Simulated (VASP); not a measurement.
These are PBE GGA with D4 dispersion, VASP's PBE PAW potentials (set 64) (plane waves; VASP 6.6.1) values and carry that method's errors.

VASP ran on this input.

### POSCAR
```
Ca
1.0
  0.0000000000   2.7555151340   2.7555151340
  2.7555151340   0.0000000000   2.7555151340
  2.7555151340   2.7555151340   0.0000000000
Ca
1
Direct
  0.0000000000   0.0000000000   0.0000000000
```

**INCAR**
```
! general
SYSTEM  =  Ca
PREC    =  Accurate
ENCUT   =  520
LREAL   =  .FALSE.
LASPH   =  .TRUE.

! electronic loop
EDIFF   =  1E-7
NELM    =  100
ALGO    =  Normal

! smearing
ISMEAR  =  -5

! functional
GGA     =  PE
IVDW    =  13

! ions
ISIF    =  2

! output
LWAVE   =  .FALSE.
LCHARG  =  .TRUE.
LORBIT  =  11
NEDOS   =  601
```

File KPOINTS:
```
Automatic mesh
0
Gamma
13 13 13
0 0 0
```

POTCAR, in this order: Ca_sv (PBE.64 set). Program: vasp_std.

What VASP printed:

OUTCAR:
```
 ion  position               nearest neighbor table
   1  0.000  0.000  0.000-
  LATTYP: Found a face centered cubic cell.
 ALAT       =     5.5110302680
 Subroutine PRICEL returns:
 Original cell was already a primitive cell.
 Subroutine GETGRP returns: Found 48 space group operations
The static configuration has the point symmetry O_h .
The dynamic configuration has the point symmetry O_h .
 Subroutine INISYM returns: Found 48 space group operations
 Subroutine IBZKPT returns following result:
 Found     84 irreducible k-points:

 Following reciprocal coordinates:
            Coordinates               Weight
  0.000000  0.000000  0.000000      1.000000
  0.076923  0.000000  0.000000      8.000000
  0.153846  0.000000  0.000000      8.000000
  0.230769  0.000000  0.000000      8.000000
  0.307692  0.000000  0.000000      8.000000
  0.384615  0.000000  0.000000      8.000000
  0.461538  0.000000  0.000000      8.000000
  0.076923  0.076923  0.000000      6.000000
  0.153846  0.076923  0.000000     24.000000
  0.230769  0.076923  0.000000     24.000000
...
```

OSZICAR:
```
       N       E                     dE             d eps       ncg     rms          rms(c)
DAV:   1     0.652925639493E+02    0.65293E+02   -0.52157E+03  1512   0.101E+03
DAV:   2    -0.634854299958E+00   -0.65927E+02   -0.65684E+02  1561   0.231E+02
DAV:   3    -0.189391589063E+01   -0.12591E+01   -0.12550E+01  2359   0.347E+01
DAV:   4    -0.193900201419E+01   -0.45086E-01   -0.45072E-01  2249   0.485E+00
DAV:   5    -0.193980718796E+01   -0.80517E-03   -0.80624E-03  2475   0.444E-01    0.219E+00
DAV:   6    -0.193163269511E+01    0.81745E-02   -0.12878E-02  1943   0.141E+00    0.135E+00
DAV:   7    -0.192947575355E+01    0.21569E-02   -0.17965E-02  1901   0.184E+00    0.106E-01
DAV:   8    -0.192890734997E+01    0.56840E-03   -0.23206E-03  1829   0.511E-01    0.208E-02
DAV:   9    -0.192891043794E+01   -0.30880E-05   -0.11578E-04  2326   0.898E-02    0.538E-03
DAV:  10    -0.192891417536E+01   -0.37374E-05   -0.66676E-06  2077   0.279E-02    0.870E-04
DAV:  11    -0.192891339000E+01    0.78536E-06   -0.34362E-07  2422   0.576E-03    0.266E-04
DAV:  12    -0.192891356307E+01   -0.17307E-06   -0.15750E-08  1122   0.968E-04    0.123E-04
DAV:  13    -0.192891363422E+01   -0.71149E-07   -0.74051E-09  1013   0.559E-04
   1 F= -.21047099E+01 E0= -.21047099E+01  d E =0.000000E+00
```

OUTCAR:
```
------------------------ aborting loop because EDIFF is reached ----------------------------------------
  Edisp (eV):   -0.17580
  FORCE on cell =-STRESS in cart. coord.  units (eV):
  Direction    XX          YY          ZZ          XY          YZ          ZX
  --------------------------------------------------------------------------------------
  Total      -0.03040    -0.03040    -0.03040     0.00000     0.00000    -0.00000
  in kB      -1.16398    -1.16398    -1.16398     0.00000     0.00000    -0.00000
  external pressure =       -1.16 kB  Pullay stress =        0.00 kB
  volume of cell :       41.84
      direct lattice vectors                 reciprocal lattice vectors
     0.000000000  2.755515134  2.755515134    -0.181454275  0.181454275  0.181454275
     2.755515134  0.000000000  2.755515134     0.181454275 -0.181454275  0.181454275
     2.755515134  2.755515134  0.000000000     0.181454275  0.181454275 -0.181454275
 POSITION                                       TOTAL-FORCE (eV/Angst)
 -----------------------------------------------------------------------------------
      0.00000      0.00000      0.00000         0.000000     -0.000000      0.000000
 -----------------------------------------------------------------------------------
    total drift:                               -0.000000     -0.000000     -0.000000
  FREE ENERGIE OF THE ION-ELECTRON SYSTEM (eV)
  ---------------------------------------------------
  free  energy   TOTEN  =        -2.1047099338 eV

  energy  without entropy=       -2.1047099338  energy(sigma->0) =       -2.10470993

 total charge

# of ion       s       p       d       tot
------------------------------------------
    1        2.085   5.831   0.163   8.080
```
(Selected blocks of OUTCAR.)

For a metal the tetrahedron method with Blöchl corrections gives inexact stress and forces.

The compound is Ca in the fcc structure. It was relaxed first.
